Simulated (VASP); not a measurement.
Input of a VASP 6.6.1 run:

File INCAR:

```
PREC     = Accurate       # precision mode
ENCUT    = 520            # plane-wave cutoff, eV
EDIFF    = 1E-6           # SCF threshold, eV
ISMEAR   = -1             # smearing method
SIGMA    = 0.02           # smearing width, eV
LREAL    = False          # projectors in reciprocal space
LASPH    = True           # aspherical terms in the spheres
NELM     = 100            # most SCF steps
ALGO     = Normal         # electronic algorithm
ISIF     = 2              # what is computed and relaxed
LWAVE    = False          # write WAVECAR
LCHARG   = True           # write CHGCAR
GGA      = PE             # functional
LELF     = True           # ELF
LVHAR    = True         
NBANDS   = 26             # bands
```

Contents of KPOINTS:

```
Automatic mesh
0
Gamma
  6 6 6
```

POSCAR

```
In2AsN
1.0
    4.0815795912      0.0000000000      0.0000000000
    0.0000000000      4.0815795912      0.0000000000
    0.0000000000      0.0000000000      5.2421049841
N In As
1 2 1
Direct
    0.0000000000      0.0000000000      0.0000000000
    0.0000000000      0.5000000000      0.8045796260
    0.5000000000      0.0000000000      0.1954203740
    0.5000000000      0.5000000000      0.5000000000
```

Potentials or basis: VASP PAW PBE potentials, release 64 (N, In_d, As).

Run with:

```console
$ cat potpaw_PBE.64/N/POTCAR potpaw_PBE.64/In_d/POTCAR potpaw_PBE.64/As/POTCAR > POTCAR
$ mpirun -np 1 vasp_std > vasp.out
```

(1) Estimate the largest force.

(2) Predict the pressure.

(3) Estimate the band gap on the k mesh.

Results:

(1) 0.009 eV/Å.

(2) 0.5 GPa.

(3) none (metal or under the smearing width).
